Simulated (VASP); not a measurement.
Method: r2SCAN meta-GGA, VASP's PBE PAW potentials (set 64) (plane waves; VASP).

A VASP calculation is set up with these files.

### KPOINTS
```
Regular mesh
0
Gamma
  5 5 5
```

### INCAR
```
! general
SYSTEM  = SiO2
PREC    = Accurate
ENCUT   = 520   ! plane-wave cut-off (eV)
LREAL   = .FALSE.   ! projection in real space or not
LASPH   = .TRUE.

! electronic loop
EDIFF   = 1E-6
NELM    = 100   ! most electronic steps
ALGO    = Normal   ! blocked Davidson
LMIXTAU = .TRUE.

! smearing
ISMEAR  = 0   ! Gaussian
SIGMA   = 0.05   ! width (eV)

! functional
METAGGA = R2SCAN

! ions
IBRION  = 2   ! conjugate gradients
NSW     = 60
ISIF    = 3   ! ions, shape and volume
EDIFFG  = -0.02   ! ionic stop

! output
LWAVE   = .FALSE.
LCHARG  = .FALSE.
```

POSCAR:
```
SiO2
1
   -2.8108939867     2.8108939867     5.6250900868
    2.8108939867    -2.8108939867     5.6250900868
    2.8108939867     2.8108939867    -5.6250900868
Si O
4 8
Direct
  0.3750000000   0.9858376998   0.1108376998
  0.7358376998   0.1250000000   0.1108376998
  0.8750000000   0.2641623002   0.8891623002
  0.0141623002   0.6250000000   0.8891623002
  0.7185277968   0.2814722032   0.0000000000
  0.0314722032   0.5314722032   0.0629444062
  0.2814722032   0.7185277968   0.0000000000
  0.4685277968   0.9685277968   0.9370555938
  0.8660914098   0.3660914098   0.5000000000
  0.1160914098   0.1160914098   0.0000000000
  0.8839085902   0.8839085902   0.0000000000
  0.6339085902   0.1339085902   0.5000000000
```

POTCAR, in this order: Si O (PBE.64 set). Program: vasp_std.

Output of the run:

### OSZICAR
```
       N       E                     dE             d eps       ncg     rms          rms(c)
DAV:   1     0.415047220972E+03    0.41505E+03   -0.33772E+04  1404   0.152E+03
DAV:   2    -0.112246073432E+03   -0.52729E+03   -0.51219E+03  1837   0.345E+02
DAV:   3    -0.149416166940E+03   -0.37170E+02   -0.37001E+02  1642   0.102E+02
DAV:   4    -0.149979337214E+03   -0.56317E+00   -0.56208E+00  1688   0.135E+01
DAV:   5    -0.149991219999E+03   -0.11883E-01   -0.11879E-01  1607   0.187E+00    0.298E+01
DAV:   6    -0.124737166249E+03    0.25254E+02   -0.37068E+01  1579   0.274E+01    0.167E+01
DAV:   7    -0.114403705864E+03    0.10333E+02   -0.22140E+00  1656   0.107E+01    0.571E+00
DAV:   8    -0.124783723078E+03   -0.10380E+02   -0.49826E+00  1544   0.107E+01    0.373E+00
DAV:   9    -0.117203185884E+03    0.75805E+01   -0.23965E+00  1474   0.794E+00    0.878E-01
DAV:  10    -0.117066871363E+03    0.13631E+00   -0.58525E-01  1481   0.509E+00    0.983E-01
DAV:  11    -0.116883680373E+03    0.18319E+00   -0.21424E-02  1635   0.110E+00    0.724E-01
DAV:  12    -0.117294195197E+03   -0.41051E+00   -0.27144E-01  1404   0.373E+00    0.192E-01
DAV:  13    -0.117259205287E+03    0.34990E-01   -0.29088E-02  1635   0.120E+00    0.297E-01
DAV:  14    -0.117303870388E+03   -0.44665E-01   -0.21957E-02  1474   0.117E+00    0.643E-02
DAV:  15    -0.117325326239E+03   -0.21456E-01   -0.92702E-03  1439   0.947E-01    0.335E-02
DAV:  16    -0.117325691297E+03   -0.36506E-03   -0.83082E-04  1579   0.286E-01    0.271E-02
DAV:  17    -0.117327234054E+03   -0.15428E-02   -0.26831E-04  1516   0.154E-01    0.127E-02
DAV:  18    -0.117327657386E+03   -0.42333E-03   -0.85803E-05  1628   0.852E-02    0.100E-02
DAV:  19    -0.117327649262E+03    0.81238E-05   -0.11156E-06  1038   0.831E-03    0.976E-03
DAV:  20    -0.117327688457E+03   -0.39196E-04   -0.74303E-06  1607   0.254E-02    0.459E-03
DAV:  21    -0.117327698182E+03   -0.97251E-05   -0.48821E-06  1358   0.171E-02    0.246E-03
DAV:  22    -0.117327699596E+03   -0.14135E-05   -0.60900E-07  1080   0.665E-03    0.168E-03
DAV:  23    -0.117327700986E+03   -0.13901E-05   -0.10064E-06   961   0.910E-03    0.113E-03
DAV:  24    -0.117327701183E+03   -0.19680E-06   -0.20581E-07   989   0.379E-03
   1 F= -.11732770E+03 E0= -.11732770E+03  d E =-.117328E+03
       N       E                     dE             d eps       ncg     rms          rms(c)
DAV:   1    -0.117328008412E+03   -0.30743E-03   -0.14539E-01  1418   0.233E+00    0.143E-01
DAV:   2    -0.117327779159E+03    0.22925E-03   -0.30726E-03  1649   0.322E-01    0.527E-02
DAV:   3    -0.117327818503E+03   -0.39344E-04   -0.45010E-04  1418   0.174E-01    0.242E-02
DAV:   4    -0.117327756370E+03    0.62133E-04   -0.35706E-04  1418   0.149E-01    0.121E-02
DAV:   5    -0.117327722236E+03    0.34134E-04   -0.36060E-04  1418   0.158E-01    0.553E-03
DAV:   6    -0.117327972907E+03   -0.25067E-03   -0.13974E-04  1418   0.959E-02    0.331E-03
DAV:   7    -0.117327992772E+03   -0.19864E-04   -0.46561E-06  1458   0.173E-02    0.134E-03
DAV:   8    -0.117327989777E+03    0.29945E-05   -0.99804E-07   947   0.959E-03    0.839E-04
DAV:   9    -0.117327993049E+03   -0.32714E-05   -0.11396E-06   912   0.949E-03    0.627E-04
DAV:  10    -0.117327993224E+03   -0.17569E-06   -0.15828E-07   940   0.323E-03
   2 F= -.11732799E+03 E0= -.11732799E+03  d E =-.292042E-03
       N       E                     dE             d eps       ncg     rms          rms(c)
DAV:   1    -0.117327994478E+03   -0.14295E-05   -0.39773E-04  1418   0.122E-01    0.759E-03
DAV:   2    -0.117327993460E+03    0.10178E-05   -0.84187E-06  1484   0.168E-02    0.280E-03
DAV:   3    -0.117327993323E+03    0.13736E-06   -0.14348E-06   865   0.966E-03
   3 F= -.11732799E+03 E0= -.11732799E+03  d E =-.292140E-03
```

OUTCAR:
```
------------------------ aborting loop because EDIFF is reached ----------------------------------------
  FORCE on cell =-STRESS in cart. coord.  units (eV):
  Direction    XX          YY          ZZ          XY          YZ          ZX
  --------------------------------------------------------------------------------------
  Total       -0.1860298     -0.1860298     -0.2305554      0.0000000      0.0000000      0.0000000
  in kB       -1.6753245     -1.6753245     -2.0763071      0.0000000      0.0000000      0.0000000
  external PRESSURE =      -1.8089854 kB  Pullay stress =       0.0000000 kB
  volume of cell :      177.91
      direct lattice vectors                 reciprocal lattice vectors
    -2.812056619  2.812056619  5.624528890     0.000000000  0.177805808  0.088896334
     2.812056619 -2.812056619  5.624528890     0.177805808  0.000000000  0.088896334
     2.812056619  2.812056619 -5.624528890     0.177805808  0.177805808  0.000000000
 POSITION                                       TOTAL-FORCE (eV/Angst)
 -----------------------------------------------------------------------------------
      2.02922     -1.40603      7.03066        -0.009937     -0.000000      0.000000
     -1.40603      2.02922      4.21840        -0.000000     -0.009937      0.000000
      0.78283      4.21808      1.40613         0.009937      0.000000      0.000000
      4.21808      0.78283     -1.40613         0.000000      0.009937      0.000000
     -1.22748      1.22748      5.62453         0.007275     -0.007275      0.000000
      1.58458     -1.22748      2.81226         0.007275      0.007275      0.000000
      1.22748     -1.22748      5.62453        -0.007275      0.007275      0.000000
      4.03954      1.22748      2.81226        -0.007275     -0.007275      0.000000
     -0.00000      2.81206      4.11740         0.000000     -0.000000     -0.011816
      0.00000      0.00000      1.30514        -0.000000      0.000000     -0.011816
      0.00000      0.00000      9.94392        -0.000000      0.000000      0.011816
      0.00000      2.81206      1.50713         0.000000     -0.000000      0.011816
 -----------------------------------------------------------------------------------
    total drift:                                0.000007     -0.000007      0.000000
  FREE ENERGIE OF THE ION-ELECTRON SYSTEM (eV)
  ---------------------------------------------------
  free  energy   TOTEN  =      -117.3279933229 eV

  energy  without entropy=     -117.3279933229  energy(sigma->0) =     -117.32799332

 reached required accuracy - stopping structural energy minimisation
```
(Selected blocks of OUTCAR.)

### CONTCAR
```
SiO2
   1.00000000000000
    -2.8120566193175978    2.8120566193175978    5.6245288902070705
     2.8120566193175978   -2.8120566193175978    5.6245288902070705
     2.8120566193175978    2.8120566193175978   -5.6245288902070705
  Si              O
     4     8
Direct
     0.3750000000000000    0.9858074352762456    0.1108074352762457
     0.7358074352762456    0.1250000000000000    0.1108074352762457
     0.8750000000000000    0.2641925647237543    0.8891925647237544
     0.0141925647237543    0.6250000000000000    0.8891925647237544
     0.7182532039790527    0.2817467960209474    0.0000000000000000
     0.0317467960209474    0.5317467960209473    0.0634935918418912
     0.2817467960209474    0.7182532039790527    0.0000000000000000
     0.4682532039790526    0.9682532039790527    0.9365064081581087
     0.8660220045203675    0.3660220045203674    0.5000000000000000
     0.1160220045203674    0.1160220045203674    0.0000000000000000
     0.8839779954796325    0.8839779954796325    0.0000000000000000
     0.6339779954796325    0.1339779954796326    0.5000000000000000
```

The structure comes from a computed database's SiO2 entry (I4_122); how it stands against other phases isn't given here. This run relaxes it. Symmetry was kept, so distortions that lower it aren't found. The start is the result of an earlier pass.
